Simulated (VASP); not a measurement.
A convergence study with VASP on TiO2 (rutile): a few settings are varied, all else stays as given below, so the limit is that of these other settings. The cell's lengths are 1 % over those of the tabulated start and one atom is moved, so it is off equilibrium.

```yaml
crystal:
  lattice:
    - [4.63590, 0.00000, 0.00000]
    - [0.00000, 4.63590, 0.00000]
    - [0.00000, 0.00000, 2.98960]
  atoms:
    - { symbol: Ti, position: [0.00000, 0.00000, 0.00000] }
    - { symbol: Ti, position: [0.50000, 0.50000, 0.50000] }
    - { symbol: O, position: [0.30500, 0.30500, 0.00000] }
    - { symbol: O, position: [0.80500, 0.19500, 0.50000] }
    - { symbol: O, position: [0.19500, 0.80500, 0.50000] }
    - { symbol: O, position: [0.70807, 0.69500, 0.00000] }
```

Calculation: LDA (Ceperley-Alder, Perdew-Zunger), VASP's LDA PAW potentials (set 64) (plane waves; VASP). The last row used: 900 eV cut-off, 4×4×6 Γ-centred mesh, Gaussian smearing of 0.050 eV, potentials Ti_sv O_h.

Gaps are read on the run's mesh, which can miss a band edge. Energies of different potentials or hybrids have different zeros.

```csv
setting,E (eV/atom),pressure (GPa),largest force (eV/Å),gap on the mesh (eV),plane waves
"ENCUT = 300, POTCAR Ti_sv O",-9.8661,-60.59,0.856,1.611,784
"ENCUT = 400, POTCAR Ti_sv O",-9.7770,-20.03,0.801,1.629,1181
"ENCUT = 520, POTCAR Ti_sv O",-9.7666,-13.65,0.802,1.623,1751
"ENCUT = 700, POTCAR Ti_sv O",-9.7703,-13.95,0.803,1.624,2724
"ENCUT = 900, POTCAR Ti_sv O",-9.7714,-13.53,0.803,1.625,4011
"ENCUT = 300, POTCAR Ti O",-9.7452,-58.50,0.833,1.483,784
"ENCUT = 400, POTCAR Ti O",…,…,0.800,…,1181
"ENCUT = 520, POTCAR Ti O",-9.6535,-12.35,0.798,1.493,1751
"ENCUT = 700, POTCAR Ti O",-9.6575,-12.65,0.800,1.494,2724
"ENCUT = 900, POTCAR Ti O",-9.6584,-12.27,0.800,1.495,4011
"ENCUT = 300, POTCAR Ti_pv O",-9.8453,-59.76,0.833,1.592,784
"ENCUT = 400, POTCAR Ti_pv O",-9.7589,-19.35,0.793,1.606,1181
"ENCUT = 700, POTCAR Ti_pv O",-9.7494,-13.68,0.793,1.602,2724
"ENCUT = 900, POTCAR Ti_pv O",-9.7503,-13.32,0.794,1.602,4011
"ENCUT = 300, POTCAR Ti_sv O_s",-9.7615,-14.82,0.799,1.619,784
"ENCUT = 400, POTCAR Ti_sv O_s",-9.7604,-13.82,0.799,1.616,1181
"ENCUT = 520, POTCAR Ti_sv O_s",-9.7652,-13.59,0.798,1.617,1751
"ENCUT = 700, POTCAR Ti_sv O_s",-9.7657,-13.35,0.799,1.617,2724
"ENCUT = 900, POTCAR Ti_sv O_s",…,-13.32,0.799,1.617,4011
"ENCUT = 300, POTCAR Ti_sv O_h",-8.7081,-270.11,0.787,1.083,784
"ENCUT = 400, POTCAR Ti_sv O_h",-9.0767,-180.02,0.626,1.534,1181
"ENCUT = 520, POTCAR Ti_sv O_h",-9.5840,-85.70,0.811,1.567,1751
"ENCUT = 700, POTCAR Ti_sv O_h",-9.7587,-26.52,0.800,1.619,2724
"ENCUT = 900, POTCAR Ti_sv O_h",-9.7726,-14.18,0.803,1.630,4011
```

**Question.** Fill in the missing entries.

**Answer.** 
- ENCUT = 900, POTCAR Ti_sv O_s, E (eV/atom): -9.7660
- ENCUT = 400, POTCAR Ti O, E (eV/atom): -9.6672
- ENCUT = 400, POTCAR Ti O, pressure (GPa): -18.33
- ENCUT = 400, POTCAR Ti O, gap on the mesh (eV): 1.498

Left out are rungs that failed or repeat a setting and relaxations that didn't move; long series are thinned to 24 rows.

The compound is TiO2 in the rutile structure. The cell was not relaxed at this level, it is distorted from the ideal structure.
